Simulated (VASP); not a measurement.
Consider the following.

```
CELL_PARAMETERS angstrom
     -2.18976     2.18976     5.11453
      2.18976    -2.18976     5.11453
      2.18976     2.18976    -5.11453
ATOMIC_POSITIONS crystal
  Sr 0.00000 0.00000 0.00000
  Ge 0.62971 0.62971 0.00000
  Ge 0.37029 0.37029 0.00000
  Pd 0.25000 0.75000 0.50000
  Pd 0.75000 0.25000 0.50000
```

These are LDA (Ceperley-Alder, Perdew-Zunger), VASP's LDA PAW potentials (set 64) (plane waves; VASP) values and carry that method's errors. Numerical set-up: 300 eV cut-off, 7×7×7 Γ-centred mesh, Gaussian smearing of 0.14 eV, potentials Sr_sv Ge_d Pd.

Task: Give the energies of bands 20 to 33 at the high-symmetry points, in eV from the Fermi level.

Result: 
```tsv
band	Γ	X	P	N	M	S	R
20	-4.30	-3.55	-3.64	-3.92	-4.28	-4.00	-3.53
21	-3.06	-3.46	-3.39	-3.68	-3.68	-4.00	-3.33
22	-3.06	-3.35	-3.25	-3.65	-3.26	-3.57	-3.31
23	-2.94	-3.18	-3.25	-3.31	-3.26	-3.40	-3.21
24	-2.62	-2.93	-3.19	-3.21	-2.99	-3.08	-3.07
25	-2.35	-2.65	-2.58	-3.12	-2.35	-3.01	-2.79
26	-1.81	-2.58	-2.57	-3.10	-1.50	-2.92	-2.75
27	-1.50	-2.56	-2.38	-2.36	-0.89	-2.80	-2.59
28	-0.87	-1.18	-1.02	-1.43	-0.89	0.25	-0.94
29	-0.87	-0.89	-1.02	0.35	1.45	0.26	-0.88
30	0.98	-0.69	-0.64	1.78	1.49	0.49	-0.46
31	1.98	-0.50	-0.64	2.27	2.41	2.79	-0.14
32	1.98	2.56	2.10	2.50	3.00	3.21	2.62
33	3.34	4.64	5.00	3.34	3.88	3.39	5.01
```

It has no gap at this level: it comes out as a metal or semimetal.

The structure comes from a computed database's Pd2SrGe2 entry; how it stands against other phases isn't given here. The cell was not relaxed at this level.
